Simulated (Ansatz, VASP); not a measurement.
## CsHfI3: VASP beside Ansatz

Aim: how closely do two programs agree when they are given the same cell, functional and k mesh? The cell is generated by rule, not measured, and may not be a known phase. The cell is taken from a series of runs on this material, whose earlier steps may have relaxed, scaled, displaced or heated it; both programs get it as it stands.

Main program and level: Ansatz 0.2.0; plane waves, with VASP 6.6.1 beside it; relaxation of cell and atoms at PBE and zone-centre phonons at PBE.

## Step 1: Starting point

Symmetry: Pm-3m, No. 221, cubic system. The conventional cell has a = 5.848 Å, b = 5.848 Å, c = 5.848 Å, α = 90.00°, β = 90.00°, γ = 90.00°. Cs has 12 I at 4.14 Å nearest. Nearest to Hf lie 6 I at 2.92 Å. I has 2 Hf at 2.92 Å and 4 Cs at 4.14 Å nearest. Farther neighbours and most contacts between anions are not listed.

Structure file:

```xyz
5
Lattice="5.8479 0.0000 0.0000 0.0000 5.8479 0.0000 0.0000 0.0000 5.8479" Properties=species:S:1:pos:R:3 pbc="T T T"
Cs    0.0000    0.0000    0.0000
Hf    2.9240    2.9240    2.9240
I     2.9240    0.0000    2.9240
I     2.9240    2.9240    0.0000
I     0.0000    2.9240    2.9240
```

## Step 2: VASP: relaxation of cell and atoms, PBE

The relaxed volume is the usual yardstick between codes: in a stiff, nearly cubic crystal its relative difference is about their pressure difference at one cell divided by the bulk modulus.

Lines of VASP's logs that name or quote its potential files are left out, and so is its time.

Contents of INCAR:

```
SYSTEM = CsHfI3
PREC = Accurate
ENCUT = 500
EDIFF = 1E-07
NELM = 120
ISMEAR = 0
SIGMA = 0.1
LREAL = .FALSE.
ALGO = Normal
GGA = PE
NBANDS = 26
LASPH = .TRUE.
LORBIT = 11
LWAVE = .FALSE.
LCHARG = .FALSE.
ISIF = 3
IBRION = 2
NSW = 80
EDIFFG = -0.005
GGA_COMPAT = .FALSE.
NELMIN = 4
KPAR = 2
```

Contents of POSCAR:

```
CsHfI3
1.0
    5.8479260000      0.0000000000      0.0000000000
    0.0000000000      5.8479260000      0.0000000000
    0.0000000000      0.0000000000      5.8479260000
Cs Hf I
1 1 3
Direct
    0.0000000000      0.0000000000      0.0000000000
    0.5000000000      0.5000000000      0.5000000000
    0.5000000000      0.0000000000      0.5000000000
    0.5000000000      0.5000000000      0.0000000000
    0.0000000000      0.5000000000      0.5000000000
```

Contents of KPOINTS:

```
Automatic mesh
0
Gamma
6 6 6
0 0 0
```

Potentials, in the order of the species: Cs_sv, Hf_pv and I (PBE family, release 64).

Command:

```console
mpirun -np 2 vasp_std
```

Numbers of over 12 decimals in the logs are rounded to 6 here.

Log:

```text
[banner, memory and clock lines left out]
running    2 mpi-ranks, on    1 nodes
 distrk:  each k-point on    1 cores,    2 groups
 distr:  one band on    1 cores,    1 groups

 POSCAR found type information on POSCAR CsHfI
 POSCAR found :  3 types and       5 ions
 LDA part: xc-table for (Slater+PW92), standard interpolation
 POSCAR, INCAR and KPOINTS ok, starting setup
 FFT: planning ... GRIDC
 FFT: planning ... GRID_SOFT
 FFT: planning ... GRID
 WAVECAR not read
 entering main loop
       N       E                     dE             d eps       ncg     rms          rms(c)
DAV:   1     0.226321606942E+03    0.22632E+03   -0.17053E+04  1072   0.125E+03
DAV:   2    -0.358743049210E+00   -0.22668E+03   -0.22317E+03  1378   0.228E+02
DAV:   3    -0.189657767263E+02   -0.18607E+02   -0.18498E+02  1320   0.612E+01
DAV:   4    -0.193874617150E+02   -0.42168E+00   -0.41822E+00  1414   0.101E+01
DAV:   5    -0.193969113851E+02   -0.94497E-02   -0.94399E-02  1380   0.146E+00    0.271E+01
DAV:   6    -0.189692434016E+02    0.42767E+00   -0.13554E+00  1220   0.382E+00    0.181E+01
DAV:   7    -0.189691942009E+02    0.49201E-04   -0.42285E-01  1318   0.262E+00    0.170E+00
DAV:   8    -0.189514230903E+02    0.17771E-01   -0.10773E-01  1190   0.118E+00    0.400E-01
DAV:   9    -0.189522001555E+02   -0.77707E-03   -0.76818E-03  1358   0.395E-01    0.210E-01
DAV:  10    -0.189523116269E+02   -0.11147E-03   -0.40120E-04  1352   0.914E-02    0.513E-02
DAV:  11    -0.189524441280E+02   -0.13250E-03   -0.33810E-04  1252   0.857E-02    0.226E-02
DAV:  12    -0.189524500635E+02   -0.59356E-05   -0.21244E-05  1392   0.186E-02    0.212E-02
DAV:  13    -0.189524513833E+02   -0.13198E-05   -0.30967E-06  1292   0.851E-03    0.198E-03
DAV:  14    -0.189524519724E+02   -0.58910E-06   -0.49979E-07  1234   0.351E-03    0.235E-03
DAV:  15    -0.189524521491E+02   -0.17675E-06   -0.44437E-08   846   0.117E-03    0.548E-04
DAV:  16    -0.189524521494E+02   -0.21282E-09   -0.19835E-08   678   0.690E-04
   1 F= -.18952452E+02 E0= -.18934719E+02  d E =-.189525E+02
 curvature:   0.00 expect dE= 0.000E+00 dE for cont linesearch  0.000E+00
 trial: gam= 0.00000 g(F)=  0.000E+00 g(S)=  0.551E-04 ort = 0.000E+00 (trialstep = 0.100E+01)
 search vector abs. value=  0.551E-04
 bond charge predicted
       N       E                     dE             d eps       ncg     rms          rms(c)
DAV:   1    -0.189527810418E+02   -0.32889E-03   -0.63677E-03  1140   0.367E-01    0.146E-01
DAV:   2    -0.189525534526E+02    0.22759E-03   -0.39704E-04  1186   0.928E-02    0.442E-02
DAV:   3    -0.189524873947E+02    0.66058E-04   -0.15004E-04  1228   0.511E-02    0.177E-02
DAV:   4    -0.189524839369E+02    0.34578E-05   -0.12778E-05  1360   0.158E-02    0.177E-02
DAV:   5    -0.189524851915E+02   -0.12546E-05   -0.17694E-06  1234   0.595E-03    0.218E-03
DAV:   6    -0.189524852314E+02   -0.39909E-07   -0.11688E-07   790   0.158E-03
   2 F= -.18952485E+02 E0= -.18934714E+02  d E =-.330820E-04
 trial-energy change:   -0.000033  1 .order   -0.000033   -0.000055   -0.000010
 step:   1.2003(harm=  1.2186)  dis= 0.00000  next Energy=   -18.952486 (dE=-0.341E-04)
 reached required accuracy - stopping structural energy minimisation
```

Parts of OUTCAR (step 2):

```text
ion  position               nearest neighbor table
   1  0.000  0.000  0.000-
   2  0.500  0.500  0.500-   3 2.92   4 2.92   5 2.92   4 2.92   3 2.92   5 2.92
   3  0.500  0.000  0.500-   2 2.92   2 2.92
   4  0.500  0.500  0.000-   2 2.92   2 2.92
   5  0.000  0.500  0.500-   2 2.92   2 2.92

  LATTYP: Found a simple cubic cell.
 ALAT       =     5.8479260000

 Subroutine GETGRP returns: Found 48 space group operations
 (whereof 48 operations were pure point group operations)

The static configuration has the point symmetry O_h .

 Found     20 irreducible k-points:

   k-points           NKPTS =     20   k-points in BZ     NKDIM =     20   number of bands    NBANDS=     26

   dimension x,y,z NGX =    48 NGY =   48 NGZ =   48
   dimension x,y,z NGXF=    96 NGYF=   96 NGZF=   96

   ENCUT  =  500.0 eV  36.75 Ry    6.06 a.u.  10.66 10.66 10.66*2*pi/ulx,y,z

   NELECT =      40.0000    total number of electrons

 k-points in reciprocal lattice and weights: Automatic mesh
   0.00000000  0.00000000  0.00000000       0.005
   0.16666667  0.00000000  0.00000000       0.028
   0.33333333  0.00000000  0.00000000       0.028
   0.50000000  0.00000000  0.00000000       0.014
   0.16666667  0.16666667  0.00000000       0.056
   0.33333333  0.16666667  0.00000000       0.111
   0.50000000  0.16666667  0.00000000       0.056
   0.33333333  0.33333333  0.00000000       0.056
   0.50000000  0.33333333  0.00000000       0.056
[...]
0.50000000  0.50000000  0.33333333       0.028
   0.50000000  0.50000000  0.50000000       0.005

 average (electrostatic) potential at core
       1 -48.2199       2 -39.2176       3 -92.8618       4 -92.8618       5 -92.8618

 E-fermi :   5.1004

 k-point     1 :       0.0000    0.0000    0.0000
  band No.  band energies     occupation
    ...
     19       1.5043      2.00000
     20       4.0696      2.00000
     21       4.0696      2.00000
     22       4.0696      2.00000
     23       4.5878      2.00000
     24       5.5308      0.00000
     25       5.5308      0.00000
     26       6.0257      0.00000

 k-point     2 :       0.1667    0.0000    0.0000
  band No.  band energies     occupation
    ...
     19       1.4041      2.00000
     20       4.0905      2.00000
     21       4.4235      2.00000
     22       4.4235      2.00000
     23       4.8911      1.99692
     24       5.5417      0.00000
     25       6.0387      0.00000
     26       6.4257      0.00000

 k-point     3 :       0.3333    0.0000    0.0000
  band No.  band energies     occupation
    ...
     19       1.2882      2.00000
     20       4.1342      2.00000
     21       5.0326      1.66206
     22       5.1317      0.65842
     23       5.1317      0.65841
     24       5.5556      0.00000
     25       7.0186      0.00000
     26       7.2192      0.00000

  Total       -0.0078275     -0.0078275     -0.0078275     -0.0000000     -0.0000000     -0.0000000
  in kB       -0.0627883     -0.0627883     -0.0627883     -0.0000000     -0.0000000     -0.0000000
  external PRESSURE =      -0.0627883 kB  Pullay stress =       0.0000000 kB

  energy-cutoff  :      500.00
  volume of cell :      199.74
      direct lattice vectors                 reciprocal lattice vectors
     5.845463564  0.000000000 -0.000000000     0.171072831  0.000000000 -0.000000000
    -0.000000000  5.845463564 -0.000000000    -0.000000000  0.171072831 -0.000000000
     0.000000000  0.000000000  5.845463564     0.000000000  0.000000000  0.171072831

 POSITION                                       TOTAL-FORCE (eV/Angst)
 -----------------------------------------------------------------------------------
      0.00000      0.00000      0.00000        -0.000000     -0.000000      0.000000
      2.92273      2.92273      2.92273         0.000000      0.000000      0.000000
      2.92273      0.00000      2.92273        -0.000000     -0.000000      0.000000
      2.92273      2.92273     -0.00000        -0.000000     -0.000000      0.000000
      0.00000      2.92273      2.92273        -0.000000     -0.000000      0.000000
 -----------------------------------------------------------------------------------
    total drift:                                0.000000     -0.000000     -0.000000

  FREE ENERGIE OF THE ION-ELECTRON SYSTEM (eV)
  ---------------------------------------------------
  free  energy   TOTEN  =       -18.9524852314 eV

  energy  without entropy=      -18.9169418892  energy(sigma->0) =      -18.93471356

 reached required accuracy - stopping structural energy minimisation

 total charge
# of ion       s       p       d       tot
------------------------------------------
    1        1.831   4.705   0.023   6.559
    2        0.259   6.219   1.623   8.101
    3        1.497   2.805   0.036   4.337
    4        1.497   2.805   0.036   4.337
    5        1.497   2.805   0.036   4.337
--------------------------------------------------
tot          6.580  19.338   1.753  27.671

[... 3 further parts left out ...]
```

CONTCAR:

```
CsHfI3
   1.00000000000000
     5.8454635640924915    0.0000000000000000   -0.0000000000000000
    -0.0000000000000000    5.8454635640924915   -0.0000000000000000
     0.0000000000000000    0.0000000000000000    5.8454635640924915
  Cs              Hf              I
     1     1     3
Direct
     0.0000000000000000    0.0000000000000000    0.0000000000000000
     0.5000000000000000    0.5000000000000000    0.5000000000000000
     0.5000000000000000    0.0000000000000000    0.5000000000000000
     0.5000000000000000    0.5000000000000000    0.0000000000000000
     0.0000000000000000    0.5000000000000000    0.5000000000000000
```

## Step 3: Ansatz: relaxation of cell and atoms, PBE

Ansatz runs on its NC files.

The same cell, functional, mesh and smearing now go to Ansatz, which takes its cutoff from its data sets.

Contents of input.yaml:

```yaml
crystal:
  lattice:
    - [5.8479260864, 0.0, 0.0]
    - [0.0, 5.8479260864, 0.0]
    - [0.0, 0.0, 5.8479260864]
  atoms:
    - { symbol: Cs, position: [0.0, 0.0, 0.0] }
    - { symbol: Hf, position: [0.5, 0.5, 0.5] }
    - { symbol: I, position: [0.5, 0.0, 0.5] }
    - { symbol: I, position: [0.5, 0.5, 0.0] }
    - { symbol: I, position: [0.0, 0.5, 0.5] }
kpoints:
  mp_grid: { grid: [6, 6, 6] }
hamiltonian:
  xc: pbe
  pseudopotentials: { kind: nc }
scf:
  occupations: { method: gaussian, width: 0.1 }
output:
  forces: true
  stress: true
  eigenvalues: true
relax:
  adjacent_minimum: "off"
  f_tol: 0.005
  max_steps: 80
  cell: { stress_tol: 0.05 }
```

Command:

```console
ansatz run input.yaml --threads 8 --pin off --max-ram 14336MiB --backend cpu --events-out ev --progress --plain --runs-dir out
```

Log:

```text
Engine: ansatz 0.2.0, aarch64-unknown-linux-gnu
Pseudopotentials: kind: nc
Pseudopotential: Cs, nc, valence charge 9, recommended cutoff 680.284656 eV (normal), Cs.nc.azcp
Pseudopotential: Hf, nc, valence charge 26, recommended cutoff 1143 eV (normal), Hf.nc.azcp
Pseudopotential: I, nc, valence charge 7, recommended cutoff 952.398519 eV (normal), I.nc.azcp
Functional definition: PBE
  parameter kappa = 0.804
  parameter beta = 0.066725
  exchange = pbe_x(kappa = kappa, mu = beta*pi^2/3)
  correlation = pbe_c(beta = beta)
Crystal: 5 atoms, lattice volume = 199.989 Å³
Basis set: ecut = 1143 eV, 17461 PW (Γ), exchange–correlation on 144×144×144 points (8 copies of the dense FFT grid, shifted against one another)
Bands: 34, of which v1, the nominal top of the filled ones, is band 28 counted from 1 (27 counted from 0)
Symmetry: 48 space group operations
Space group: Pm-3m (ITA 221), of the structure as read, at distance tolerance 5.8e-5 Å
k-points: 20 of 216
Non-local potential: Cs, projectors of the file, l = 0: 2, l = 1: 2, l = 2: 2, l = 3: 2
Non-local potential: Hf, projectors of the file, l = 0: 2, l = 1: 2, l = 2: 2, l = 3: 2
Non-local potential: I, projectors of the file, l = 0: 2, l = 1: 2, l = 2: 2, l = 3: 2
Initial density: superposition of atomic densities (chi_scale 0.1, normalization cell, long waves kept (reshape's long-wave potential 0.00 eV rms))
Initial wavefunctions: pseudopotential atomic-orbital guess
Functional: x = pbe(κ = 0.804, μ = 0.219515), c = pbe(β = 0.066725)
SCF iter   1: F=—  HF=-8938.892080 eV  |F-HF|=—  |Δ(HF+E_count)|=         —  Δρ=5.94e-2  dr2=1.81e1  ethr=3.10e-3  ⟨swp⟩=8.6  Hψ=3305  notcnv=0
preconditioner: auto → Kerker (q_TF=auto, 2.207 Å⁻¹)  [metal: Δε(μ)=0.047 eV  Ē_g=11.063 eV  σ=0.100 eV  W_gap=0.25  n_scr=32 (ndim 8)  ℏωp=17.8 eV  f_vac=0.005  D(μ)=6.70/eV (n_scr^D=56)]
SCF iter   2: F=—  HF=-8935.306029 eV  |F-HF|=—  |Δ(HF+E_count)|=    3.59e0  Δρ=1.46e-2  dr2=1.15e0  ethr=3.10e-3  ⟨swp⟩=4.5  Hψ=1743  notcnv=0  defer=7
SCF iter   3: F=—  HF=-8935.015644 eV  |F-HF|=—  |Δ(HF+E_count)|=   2.90e-1  Δρ=5.71e-3  dr2=1.68e-1  ethr=2.05e-3  ⟨swp⟩=3.5  Hψ=1176  notcnv=0  defer=7
SCF iter   4: F=—  HF=-8934.959660 eV  |F-HF|=—  |Δ(HF+E_count)|=   5.60e-2  Δρ=2.55e-3  dr2=2.10e-2  ethr=3.00e-4  ⟨swp⟩=3.0  Hψ=1369  notcnv=0  defer=7
SCF iter   5: F=—  HF=-8934.960344 eV  |F-HF|=—  |Δ(HF+E_count)|=   6.84e-4  Δρ=1.05e-3  dr2=4.32e-3  ethr=3.75e-5  ⟨swp⟩=2.6  Hψ=1230  notcnv=0  defer=7
SCF iter   6: F=—  HF=-8934.961202 eV  |F-HF|=—  |Δ(HF+E_count)|=   8.57e-4  Δρ=2.55e-4  dr2=3.02e-4  ethr=7.72e-6  ⟨swp⟩=2.2  Hψ=1172  notcnv=0  defer=7
SCF iter   7: F=—  HF=-8934.961518 eV  |F-HF|=—  |Δ(HF+E_count)|=   3.16e-4  Δρ=9.45e-5  dr2=3.13e-5  ethr=5.40e-7  ⟨swp⟩=2.5  Hψ=1187  notcnv=0  defer=7
SCF iter   8: F=—  HF=-8934.961820 eV  |F-HF|=—  |Δ(HF+E_count)|=   3.02e-4  Δρ=2.05e-5  dr2=1.88e-6  ethr=5.58e-8  ⟨swp⟩=2.0  Hψ=942  notcnv=0  defer=7
SCF iter   9: F=—  HF=-8934.961821 eV  |F-HF|=—  |Δ(HF+E_count)|=   1.02e-6  Δρ=7.61e-6  dr2=4.35e-7  ethr=3.35e-9  ⟨swp⟩=2.5  Hψ=1232  notcnv=0  defer=7
SCF iter  10: F=-8934.961821 eV  HF=-8934.961821 eV  |F-HF|=8.00e-9  |Δ(HF+E_count)|=   2.79e-8  Δρ=3.92e-6  dr2=5.51e-8  ethr=1.79e-10  ⟨swp⟩=10.9  Hψ=4602  notcnv=0
SCF 1 converged in 10 iterations: F = -8934.961821 eV  dr2 = 5.51e-8
relax step   1: F+E_penalty+E_count = -8934.96182091 eV  Δ(F+E_penalty+E_count) = +0.000e0 eV  max|allowed force component| = 1.285e-27 eV/Å  Δτ_max = 0.0000 Å  P = +0.007 GPa  Ω = 199.989 Å³  (10 SCF iters, dr2 threshold 1.00e-7 eV, accepted)
Initial density: handed on by an earlier stage of this run
Initial wavefunctions: pseudopotential atomic-orbital guess (no wavefunctions were taken with the density)
iter 1 solved again at ethr=4.63e-7 eV; its pass at ethr=3.10e-3 eV (dr2=2.59e-4 eV) is discarded
SCF iter   1: F=—  HF=-8934.961529 eV  |F-HF|=—  |Δ(HF+E_count)|=         —  Δρ=4.18e-6  dr2=4.64e-8  ethr=4.63e-7  ⟨swp⟩=5.0  Hψ=5642  notcnv=0
eigensolver tolerance schedule: the retry pair's looser diagonalisation over-reported the residual by 5585.66 of it (diagonalisation noise at 5.03 of the residual, at the tolerance the schedule requests for it); recorded, not acted on — ethr = c·dr2/N_el stays at c = 1.0e-1
preconditioner: auto → LDOS  [metal: Δε(μ)=0.061 eV  Ē_g=10.744 eV  σ=0.100 eV  W_gap=0.33  n_scr=32 (ndim 8)  ℏωp=17.8 eV  f_vac=0.036  D(μ)=7.12/eV (n_scr^D=56)  β→1.0]
SCF iter   2: F=—  HF=-8934.961821 eV  |F-HF|=—  |Δ(HF+E_count)|=   2.92e-4  Δρ=2.61e-6  dr2=1.13e-8  ethr=8.28e-11  ⟨swp⟩=4.3  Hψ=2150  notcnv=0
SCF iter   3: F=—  HF=-8934.961821 eV  |F-HF|=—  |Δ(HF+E_count)|=   1.44e-9  Δρ=1.04e-6  dr2=3.26e-9  ethr=2.03e-11  ⟨swp⟩=2.0  Hψ=1150  notcnv=0
SCF iter   4: F=—  HF=-8934.961821 eV  |F-HF|=—  |Δ(HF+E_count)|=  1.87e-10  Δρ=6.01e-7  dr2=1.34e-9  ethr=5.81e-12  ⟨swp⟩=2.0  Hψ=1072  notcnv=0
SCF iter   5: F=—  HF=-8934.961821 eV  |F-HF|=—  |Δ(HF+E_count)|=  9.09e-11  Δρ=2.43e-7  dr2=3.23e-10  ethr=2.40e-12  ⟨swp⟩=2.0  Hψ=910  notcnv=0
SCF iter   6: F=-8934.961821 eV  HF=-8934.961821 eV  |F-HF|=1.82e-11  |Δ(HF+E_count)|=  5.09e-11  Δρ=7.01e-8  dr2=2.43e-11  ethr=1.00e-12  ⟨swp⟩=7.6  Hψ=3841  notcnv=0
SCF 2 converged in 6 iterations: F = -8934.961821 eV  dr2 = 2.43e-11
relax step   2: F+E_penalty+E_count = -8934.96182093 eV  Δ(F+E_penalty+E_count) = -2.300e-8 eV  max|allowed force component| = 6.207e-27 eV/Å  Δτ_max = 0.0000 Å  P = +0.007 GPa  Ω = 199.989 Å³  stress off target by 6.89e-3 GPa  SCF on the basis re-selected at this cell (its energy is not comparable with the rows above)  (6 SCF iters)
basis re-selected at this cell: Δ(F+E_penalty+E_count) = -2.300e-8 eV, ΔP = -0.000 GPa vs the last step (what re-selecting the basis moved, of the pressure what is left beyond the Pulay correction that the steps carried, after the strain that the cell walked since its last selection, with what the two solves' SCF thresholds leave and, on support functions, any second-order correction that the steps lacked; it is no m [...]
SCF converged after 6 iterations
Free energy (F): -8934.961821 eV
Harris-Foulkes:  -8934.961821 eV  (|F-HF|=1.82e-11)
Internal energy: -8934.926227 eV  (E = F + TS)
E sigma→0 (E₀):  -8934.944024 eV
Entropy (-TS):   -0.035594 eV (-7.119 meV/atom)
Fermi energy:    8.184805 eV
--- Per-component energies (eV) ---
  E_band       = -344.163196
  E_kinetic    = 4190.140857
  E_local      = -10252.874817  (includes V_loc(G=0)·N_el)
  E_nonlocal   = -1033.178736
  E_hartree    = 3928.806931
  E_xc         = -1536.965609
  E_vxc        = -1105.863925  (∫ρ·V_xc dr)
  E_ewald      = -4230.854854
  E_smearing   = -0.035594  (= −TS)
  E_closure    = 0.000000  (closes the sum)
  Σ components = -8934.961821   (vs F -8934.961821, Δ=0.00e0)
--- Forces (eV/Å), atoms counted from 1 ---
  atom   1  Cs    -0.00000000    -0.00000000     0.00000000
  atom   2  Hf     0.00000000     0.00000000    -0.00000000
  atom   3  I     -0.00000000    -0.00000000     0.00000000
  atom   4  I     -0.00000000     0.00000000     0.00000000
  atom   5  I      0.00000000     0.00000000     0.00000000
  max |Σ_I F_I| component: 4.28e-27 eV/Å
--- Stress (GPa, compression-positive) ---
        0.006888       0.000000       0.000000
        0.000000       0.006888       0.000000
        0.000000       0.000000       0.006888
  P = ⅓ Tr σ = 0.0069 GPa (0.069 kbar)
--- Band table (eV; the first three rows and the last of 20) ---
  k-point 0: bands = [... 24 lower, 4.5907, 4.5907, 4.5907, 7.1546, 7.1546, 7.1546, 7.6743, 8.6208, ... 2 higher]
  k-point 1: bands = [... 24 lower, 4.1383, 4.4900, 4.4900, 7.1752, 7.5086, 7.5086, 7.9783, 8.6313, ... 2 higher]
  k-point 2: bands = [... 24 lower, 3.8982, 4.3740, 4.3740, 7.2179, 8.1201, 8.2154, 8.2154, 8.6448, ... 2 higher]
  k-point 19: bands = [... 24 lower, 4.9305, 4.9305, 4.9305, 9.1758, 9.1758, 9.1758, 9.6754, 9.9539, ... 2 higher]
--- Relaxed structure (1 steps of the walk, 1 accepted, 1 SCFs on fresh bases) ---
  F+E_penalty+E_count = -8934.96182093 eV   max|allowed force component| = 6.207e-27 eV/Å   (the final SCF, on the basis selected at the relaxed cell)
  cell:  # Å, volume = 199.9888 Å³
    - [5.8479260864, 0.0, 0.0]
    - [0.0, 5.8479260864, 0.0]
    - [0.0, 0.0, 5.8479260864]
  atoms:
    - { symbol: Cs, position: [0.0, 0.0, 0.0] }
    - { symbol: Hf, position: [0.5, 0.5, 0.5] }
    - { symbol: I, position: [0.5, 0.0, 0.5] }
    - { symbol: I, position: [0.5, 0.5, 0.0] }
    - { symbol: I, position: [0.0, 0.5, 0.5] }
```

The column dr2 measures how far the density is from self-consistency, as an energy; F and HF (Harris–Foulkes) agree once it is small.

## Step 4: Differences

Known differences besides the potentials themselves: the data sets hold 56 valence electrons in Ansatz (on its NC files) and 40 in VASP; the cutoff is 1143 eV in Ansatz and 500 eV in VASP; Ansatz adds a Pulay correction to the stress that steers its cell, VASP none. Total energies have different zeros and are not compared.

Both answers:

| quantity | Ansatz | VASP | difference |
| --- | --- | --- | --- |
| volume (Å³) | 199.99 | 199.74 | +0.13 % |
| edge a after relaxation, in the typed setting (Å) | 5.848 | 5.846 | +0.04 % |

(Part 1 of 2 ends here.)

[Lines on the potential files, build, host, timing and source positions are cut from VASP's logs without a mark.]

[Logs are printed without paths, hosts, clocks, repeated set-up lines and the standing remarks that a program may print on its own settings, such as how far it seeks lower states.]

[Hosts, paths, dates, database ids (printed as entryN), source tags and the programs' standing remarks are cut or masked in the printed files.]
